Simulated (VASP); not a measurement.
# Be7Hg (Fm-3m) in VASP: further runs, part 2 of 2

VASP 6.6.1.

**4. Single point, PBE (species swapped into the CuPt7 type (Fm-3m, No. 225))**

INCAR reads:

```
PREC = Accurate
ENCUT = 520
EDIFF = 1E-6
ISMEAR = 0
SIGMA = 0.1
LREAL = False
LASPH = True
NELM = 80
ALGO = Normal
ISIF = 2
LWAVE = False
LCHARG = False
GGA = PE
NBANDS = 23
```

KPOINTS reads:

```
Automatic mesh
0
Gamma
  4 4 4
```

POSCAR reads:

```
Be7Hg
1.0
    0.0000000000      3.3201476500      3.3201476500
    3.3201476500      0.0000000000      3.3201476500
    3.3201476500      3.3201476500      0.0000000000
Be Hg
7 1
Direct
    0.5000000000      0.5000000000      0.5000000000
    0.5000000000      0.0000000000      0.0000000000
    0.5000000000      0.0000000000      0.5000000000
    0.0000000000      0.5000000000      0.5000000000
    0.0000000000      0.5000000000      0.0000000000
    0.5000000000      0.5000000000      0.0000000000
    0.0000000000      0.0000000000      0.5000000000
    0.0000000000      0.0000000000      0.0000000000
```

Potentials or basis: VASP PAW PBE potentials, release 64 (Be, Hg).

Launch:

```bash
$ cat potpaw_PBE.64/Be/POTCAR potpaw_PBE.64/Hg/POTCAR > POTCAR
$ mpirun -np 1 vasp_std > vasp.out
```

OUTCAR:

```text
PREC = Accurate
   ENCUT = 520
   EDIFF = 1E-6
   ISMEAR = 0
   LREAL = False
   LASPH = True
   NELM = 80
   ISIF = 2
   GGA = PE

 ion  position               nearest neighbor table
   1  0.500  0.500  0.500-   3 2.35   4 2.35   6 2.35   2 2.35   5 2.35   6 2.35   2 2.35   3 2.35
                             7 2.35   4 2.35   5 2.35   7 2.35
   2  0.500  0.000  0.000-   3 2.35   6 2.35   8 2.35   1 2.35   3 2.35   7 2.35   1 2.35   5 2.35
                             6 2.35   5 2.35   7 2.35   8 2.35
   3  0.500  0.000  0.500-   1 2.35   2 2.35   7 2.35   2 2.35   6 2.35   8 2.35   1 2.35   4 2.35
                             6 2.35   4 2.35   7 2.35   8 2.35
   4  0.000  0.500  0.500-   1 2.35   5 2.35   7 2.35   5 2.35   6 2.35   8 2.35   3 2.35   7 2.35
                             8 2.35   1 2.35   3 2.35   6 2.35
   5  0.000  0.500  0.000-   4 2.35   6 2.35   8 2.35   1 2.35   4 2.35   7 2.35   2 2.35   7 2.35
                             8 2.35   1 2.35   2 2.35   6 2.35
   6  0.500  0.500  0.000-   1 2.35   2 2.35   5 2.35   1 2.35   3 2.35   4 2.35   2 2.35   3 2.35
                             8 2.35   4 2.35   5 2.35   8 2.35
   7  0.000  0.000  0.500-   3 2.35   4 2.35   8 2.35   2 2.35   5 2.35   8 2.35   1 2.35   4 2.35
                             5 2.35   1 2.35   2 2.35   3 2.35
   8  0.000  0.000  0.000-   2 2.35   5 2.35   7 2.35   3 2.35   4 2.35   7 2.35   4 2.35   5 2.35
                             6 2.35   2 2.35   3 2.35   6 2.35

  LATTYP: Found a face centered cubic cell.
 ALAT       =     6.6402953000

  Lattice vectors:

 A1 = (   0.0000000000,   3.3201476500,   3.3201476500)
 A2 = (   3.3201476500,   0.0000000000,   3.3201476500)
 A3 = (   3.3201476500,   3.3201476500,   0.0000000000)

Analysis of symmetry for initial positions (statically):
=====================================================================
 Subroutine PRICEL returns:
 Original cell was already a primitive cell.

 Routine SETGRP: Setting up the symmetry group for a
 face centered cubic supercell.

 Subroutine GETGRP returns: Found 48 space group operations
 (whereof 48 operations were pure point group operations)
 out of a pool of 48 trial point group operations.

The static configuration has the point symmetry O_h .

Analysis of symmetry for dynamics (positions and initial velocities):
=====================================================================
 Subroutine PRICEL returns:
 Original cell was already a primitive cell.

 Routine SETGRP: Setting up the symmetry group for a
 face centered cubic supercell.

 Subroutine GETGRP returns: Found 48 space group operations
 (whereof 48 operations were pure point group operations)
 out of a pool of 48 trial point group operations.

The dynamic configuration has the point symmetry O_h .

 Subroutine INISYM returns: Found 48 space group operations
 (whereof 48 operations are pure point group operations),
 and found     1 'primitive' translations

----------------------------------------------------------------------------------------

                                     Primitive cell

  volume of cell :      73.1985

  direct lattice vectors                    reciprocal lattice vectors
     0.000000000  3.320147650  3.320147650    -0.150595712  0.150595712  0.150595712
     3.320147650  0.000000000  3.320147650     0.150595712 -0.150595712  0.150595712
[... 63 lines left out ...]
   number of dos      NEDOS =    301   number of ions     NIONS =      8
   total plane-waves  NPLWV =  46656
   dimension x,y,z NGX =    36 NGY =   36 NGZ =   36
   dimension x,y,z NGXF=    72 NGYF=   72 NGZF=   72
   ions per type =               7   1
   NGX,Y,Z   is equivalent  to a cutoff of  12.75, 12.75, 12.75 a.u.
   NGXF,Y,Z  is equivalent  to a cutoff of  25.49, 25.49, 25.49 a.u.
 SYSTEM =  unknown system
   PREC   = accura    normal or accurate (medium, high low for compatibility)
   ISTART =      0    job   : 0-new  1-cont  2-samecut
   ICHARG =      2    charge: 1-file 2-atom 10-const
   ISPIN  =      1    spin polarized calculation?
   LNONCOLLINEAR =      F non collinear calculations
   LSORBIT =      F    spin-orbit coupling
   LASPH  =      T    aspherical Exc in radial PAW
   ENCUT  =  520.0 eV  38.22 Ry    6.18 a.u.   8.73  8.73  8.73*2*pi/ulx,y,z
   NELM   =     80;   NELMIN=  2; NELMDL= -5     # of ELM steps
   EDIFF  = 0.1E-05   stopping-criterion for ELM
   LREAL  =      F    real-space projection
   EDIFFG = 0.1E-04   stopping-criterion for IOM
   NSW    =      0    number of steps for IOM
   IBRION =     -1    ionic relax: 0-MD 1-quasi-New 2-CG
   NFREE  =      0    steps in history (QN), initial steepest desc. (CG)
   ISIF   =      2    stress and relaxation
   ISYM   =      2    0-nonsym 1-usesym 2-fastsym
   POTIM  = 0.5000    time-step for ionic-motion
   TEBEG  =    0.0;   TEEND  =   0.0 temperature during run
   PSTRESS=    0.0 pullay stress
   NELECT =      26.0000    total number of electrons
   NUPDOWN=      -1.0000    fix difference up-down
   EMIN   =  10.00;   EMAX   =-10.00  energy-range for DOS
   EFERMI =   0.00;   METHOD = LEGACY
   ISMEAR =     0;   SIGMA  =   0.10  broadening in eV -4-tet -1-fermi 0-gaus
   EFERMI_NEDOS =   21; number of points for ismear=-14 and -15
   IALGO  =     38    algorithm
   IMIX   =      4    mixing-type and parameters
     AMIX     =   0.40;   BMIX     =  1.00
     AMIX_MAG =   1.60;   BMIX_MAG =  1.00
  volume/ion in A,a.u.               =       9.15        61.75
  Fermi-wavevector in a.u.,A,eV,Ry     =   1.159396  2.190941 18.288946  1.344200
  Thomas-Fermi vector in A             =   2.295989
   LORBIT       =      0    0 simple, 1 ext, 2 COOP (PROOUT), +10 PAW based schemes
   GGA     = PE    functional components
   LHFCALC =     F    Hartree Fock is set to
   AEXX    =    0.0000 exact exchange contribution
   IVDW    =     0    specifies the selected vdW correction
   LEPSILON=     F    determine dielectric tensor
   LRPA    =     F    only Hartree local field effects (RPA)
 non-spin polarized calculation
 Gauss-broadening in eV      SIGMA  =   0.10
  energy-cutoff  :      520.00
  volume of cell :       73.20
 maximum number of plane-waves:      1996
 NGX is ok and might be reduce to    36
   NGX = 17   NGY = 17   NGZ = 17

 number of electron      25.9999999 magnetization

 Free energy of the ion-electron system (eV)
  ---------------------------------------------------
  ext. energy  EPLUGINS =         0.00000000
  ---------------------------------------------------
  free energy    TOTEN  =       -23.37422410 eV

  energy without entropy =      -23.36085248  energy(sigma->0) =      -23.36753829

 E-fermi :   7.2718     XC(G=0): -11.0808

 val. band max:        6.9680813116   @ k =  -0.2500   0.2500   0.0000
 cond. band min:       7.2950327894   @ k =   0.2500   0.0000   0.0000
 fundamental gap:      0.3269514778
 Fermi energy:         7.2718088961

 k-point     1 :       0.0000    0.0000    0.0000
  band No.  band energies     occupation
      1      -5.0069      2.00000
      2      -2.9322      2.00000
      3      -2.9322      2.00000
      4      -2.9322      2.00000
      5      -2.6163      2.00000
      6      -2.6163      2.00000
[... 197 lines left out ...]
     22      14.7537      0.00000
     23      16.0761      0.00000

------------------------ aborting loop because EDIFF is reached ----------------------------------------

  FORCE on cell =-STRESS in cart. coord.  units (eV):
  Direction    XX          YY          ZZ          XY          YZ          ZX
  --------------------------------------------------------------------------------------
  -------------------------------------------------------------------------------------
  Total        6.1418730      6.1418730      6.1418730      0.0000000     -0.0000000      0.0000000
  in kB      134.4340322    134.4340322    134.4340322      0.0000000     -0.0000000      0.0000000
  external PRESSURE =     134.4340322 kB  Pullay stress =       0.0000000 kB

 VOLUME and BASIS-vectors are now :
 -----------------------------------------------------------------------------
  energy-cutoff  :      520.00
  volume of cell :       73.20
      direct lattice vectors                 reciprocal lattice vectors
     0.000000000  3.320147650  3.320147650    -0.150595712  0.150595712  0.150595712
     3.320147650  0.000000000  3.320147650     0.150595712 -0.150595712  0.150595712
     3.320147650  3.320147650  0.000000000     0.150595712  0.150595712 -0.150595712

 POSITION                                       TOTAL-FORCE (eV/Angst)
 -----------------------------------------------------------------------------------
      3.32015      3.32015      3.32015        -0.000000      0.000000     -0.000000
      0.00000      1.66007      1.66007         0.000000     -0.000000     -0.000000
      1.66007      3.32015      1.66007        -0.000000      0.000000      0.000000
      3.32015      1.66007      1.66007        -0.000000      0.000000      0.000000
      1.66007      0.00000      1.66007        -0.000000      0.000000     -0.000000
      1.66007      1.66007      3.32015         0.000000     -0.000000     -0.000000
      1.66007      1.66007      0.00000         0.000000     -0.000000     -0.000000
      0.00000      0.00000      0.00000        -0.000000      0.000000      0.000000
 -----------------------------------------------------------------------------------
    total drift:                               -0.000000      0.000000      0.000000

  FREE ENERGIE OF THE ION-ELECTRON SYSTEM (eV)
  ---------------------------------------------------
  free  energy   TOTEN  =       -23.3742240996 eV

  energy  without entropy=      -23.3608524825  energy(sigma->0) =      -23.36753829
```

It took 15 s on 1 thread of Intel Xeon Platinum 8488C (Sapphire Rapids), shared host; peak memory 0.2 GiB.

What came out:

* Free energy: -23.3742 eV
* Pressure: 13.4 GPa
* Band gap on the k mesh: none (metal or under the smearing width)

Levels at points of the mesh, in eV from the Fermi level:
```tsv
k point	band 11	band 12	band 13	band 14	band 15	band 16
(0.00, 0.00, 0.00)	-2.47	-2.47	-2.47	-1.51	0.91	0.91
(0.50, 0.00, 0.00)	-3.61	-3.10	-3.10	2.07	2.07	2.10
(0.50, 0.50, 0.00)	-4.54	1.17	1.17	1.46	1.46	2.98
```

Caveat: the k mesh is coarse (spacing up to 0.41 Å⁻¹), so the values aren't converged. The run has no spin-orbit coupling, so splittings on Hg are missing.

**5. Summary**

```csv
task,cell,k mesh,cutoff (eV),mesh quality,gap on the mesh (eV),pressure (GPa)
single point,"species swapped into the CuPt7 type (Fm-3m, No. 225)",10 × 10 × 10,520,not flagged,none,0.4
relaxation of cell and atoms,"relaxed from: species swapped into the CuPt7 type (Fm-3m, No. 225)",10 × 10 × 10,600,not flagged,none,-0.1
single point,"species swapped into the CuPt7 type (Fm-3m, No. 225)",4 × 4 × 4,520,coarse,none,13.4
```

Alike in all rows: level PBE; potentials or basis VASP PAW PBE potentials, release 64 (Be, Hg); no spin polarisation; smearing gaussian 0.1 eV.

Caveats: some runs use coarse meshes.

Absolute energies hang on the potentials; compare differences alone.
